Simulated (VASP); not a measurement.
All values below come from PBEsol GGA, VASP's PBE PAW potentials (set 64) (plane waves; VASP).

Input for VASP

POSCAR:
```
Li
1
   -1.5761870632     1.5761870632     1.5761870632
    1.5761870632    -1.5761870632     1.5761870632
    1.5761870632     1.5761870632    -1.5761870632
Li
1
Direct
  0.0000000000   0.0000000000   0.0000000000
```

File KPOINTS:
```
K-points
0
gamma
 16 16 16
0 0 0
```

INCAR:
```
SYSTEM  =  Li
PREC  =  Accurate; ENCUT  =  620; LREAL  =  .FALSE.
LASPH  =  .TRUE.
EDIFF  =  1E-6; NELM  =  100; ALGO  =  Normal
ISMEAR  =  1; SIGMA  =  0.1
GGA  =  PS
IBRION  =  2; NSW  =  40; ISIF  =  3
EDIFFG  =  -0.02; PSTRESS  =  50
LWAVE  =  .FALSE.; LCHARG  =  .FALSE.
```

POTCAR, in this order: Li_sv (PBE.64 set). Program: vasp_std.

The run wrote:

**OUTCAR**
```
 ion  position               nearest neighbor table
   1  0.000  0.000  0.000-
  LATTYP: Found a body centered cubic cell.
 ALAT       =     3.1523741264
 Subroutine PRICEL returns:
 Original cell was already a primitive cell.
 Subroutine GETGRP returns: Found 48 space group operations
The static configuration has the point symmetry O_h .
The dynamic configuration has the point symmetry O_h .
 Subroutine INISYM returns: Found 48 space group operations
 Subroutine IBZKPT returns following result:
 Found    145 irreducible k-points:

 Following reciprocal coordinates:
            Coordinates               Weight
  0.000000  0.000000  0.000000      1.000000
  0.062500  0.000000  0.000000     12.000000
  0.125000  0.000000  0.000000     12.000000
  0.187500  0.000000  0.000000     12.000000
  0.250000  0.000000  0.000000     12.000000
  0.312500  0.000000  0.000000     12.000000
  0.375000  0.000000  0.000000     12.000000
  0.437500  0.000000  0.000000     12.000000
  0.500000  0.000000  0.000000      6.000000
  0.062500  0.062500  0.000000     24.000000
  0.125000  0.062500  0.000000     48.000000
  0.187500  0.062500  0.000000     48.000000
  0.250000  0.062500  0.000000     48.000000
  0.312500  0.062500  0.000000     48.000000
  0.375000  0.062500  0.000000     48.000000
  0.437500  0.062500  0.000000     48.000000
  0.125000  0.125000  0.000000     24.000000
  0.187500  0.125000  0.000000     48.000000
  0.250000  0.125000  0.000000     48.000000
  0.312500  0.125000  0.000000     48.000000
  0.375000  0.125000  0.000000     48.000000
  0.437500  0.125000  0.000000     24.000000
  0.187500  0.187500  0.000000     24.000000
  0.250000  0.187500  0.000000     48.000000
  0.312500  0.187500  0.000000     48.000000
...
```

File OSZICAR:
```
       N       E                     dE             d eps       ncg     rms          rms(c)
DAV:   1     0.705409350270E+00    0.70541E+00   -0.85050E+02  1465   0.490E+02
DAV:   2    -0.178853765413E+01   -0.24939E+01   -0.23899E+01  2035   0.611E+01
DAV:   3    -0.189864892134E+01   -0.11011E+00   -0.10868E+00  1790   0.929E+00
DAV:   4    -0.190020255152E+01   -0.15536E-02   -0.15525E-02  1880   0.112E+00
DAV:   5    -0.190022819013E+01   -0.25639E-04   -0.25639E-04  1855   0.101E-01    0.236E-01
DAV:   6    -0.190028783239E+01   -0.59642E-04   -0.10641E-03  1710   0.253E-01    0.147E-01
DAV:   7    -0.190085084721E+01   -0.56301E-03   -0.32314E-03  1665   0.424E-01    0.466E-02
DAV:   8    -0.190086568309E+01   -0.14836E-04   -0.11630E-04  1680   0.124E-01    0.757E-03
DAV:   9    -0.190086249923E+01    0.31839E-05   -0.88155E-06  1895   0.428E-02    0.861E-04
DAV:  10    -0.190086162525E+01    0.87398E-06   -0.85237E-07  1300   0.110E-02
   1 F= -.14120487E+01 E0= -.14118466E+01  d E =-.141205E+01
```

File OUTCAR:
```
------------------------ aborting loop because EDIFF is reached ----------------------------------------
  FORCE on cell =-STRESS in cart. coord.  units (eV):
  Direction    XX          YY          ZZ          XY          YZ          ZX
  --------------------------------------------------------------------------------------
  Total        0.5066876      0.5066876      0.5066876     -0.0000000     -0.0000000      0.0000000
  in kB       51.8283784     51.8283784     51.8283784     -0.0000000     -0.0000000      0.0000000
  external PRESSURE =       1.8283784 kB  Pullay stress =      50.0000000 kB
  volume of cell :       15.66
      direct lattice vectors                 reciprocal lattice vectors
    -1.576187063  1.576187063  1.576187063     0.000000000  0.317221231  0.317221231
     1.576187063 -1.576187063  1.576187063     0.317221231  0.000000000  0.317221231
     1.576187063  1.576187063 -1.576187063     0.317221231  0.317221231  0.000000000
 POSITION                                       TOTAL-FORCE (eV/Angst)
 -----------------------------------------------------------------------------------
      0.00000      0.00000      0.00000        -0.000000      0.000000      0.000000
 -----------------------------------------------------------------------------------
    total drift:                               -0.000000     -0.000000      0.000000
  FREE ENERGIE OF THE ION-ELECTRON SYSTEM (eV)
  ---------------------------------------------------
  free  energy   TOTEN  =        -1.9008616253 eV

  energy  without entropy=       -1.9002552989  energy(sigma->0) =       -1.90065952
  enthalpy is  TOTEN    =        -1.4120486908 eV   P V=        0.4888129344

 reached required accuracy - stopping structural energy minimisation
```
(Selected blocks of OUTCAR.)

**OUTCAR**
```
 val. band max:        1.4183240797   @ k =   0.2500   0.2500   0.0000

 cond. band min:       1.4420414231   @ k =   0.3125   0.1875   0.0000


 Fermi energy:         1.4288650763

 k-point     1 :       0.0000    0.0000    0.0000
  band No.  band energies     occupation
      1     -44.0774      2.00000
      2      -2.4363      2.00000
      3      18.9364      0.00000
      4      18.9364      0.00000
      5      18.9364      0.00000

 k-point     2 :       0.0625    0.0000    0.0000
  band No.  band energies     occupation
      1     -44.0754      2.00000
      2      -2.3571      2.00000
      3      18.3214      0.00000
      4      18.4631      0.00000
      5      18.7687      0.00000

 k-point     3 :       0.1250    0.0000    0.0000
  band No.  band energies     occupation
      1     -44.0695      2.00000
      2      -2.1185      2.00000
      3      16.5244      0.00000
      4      17.4747      0.00000
      5      18.2958      0.00000

 k-point     4 :       0.1875    0.0000    0.0000
  band No.  band energies     occupation
      1     -44.0607      2.00000
      2      -1.7196      2.00000
      3      14.1807      0.00000
      4      16.4342      0.00000
      5      17.6342      0.00000

 k-point     5 :       0.2500    0.0000    0.0000
  band No.  band energies     occupation
      1     -44.0501      2.00000
      2      -1.1605      2.00000
      3      11.8230      0.00000
      4      15.5127      0.00000
      5      16.9409      0.00000

 k-point     6 :       0.3125    0.0000    0.0000
  band No.  band energies     occupation
      1     -44.0396      2.00000
      2      -0.4510      2.00000
      3       9.6446      0.00000
      4      14.7696      0.00000
      5      16.3300      0.00000

 k-point     7 :       0.3750    0.0000    0.0000
  band No.  band energies     occupation
      1     -44.0307      2.00000
      2       0.3738      2.00000
      3       7.7448      0.00000
...
```

The compound is Li in the bcc structure. It was relaxed first under an external pressure of 5 GPa.
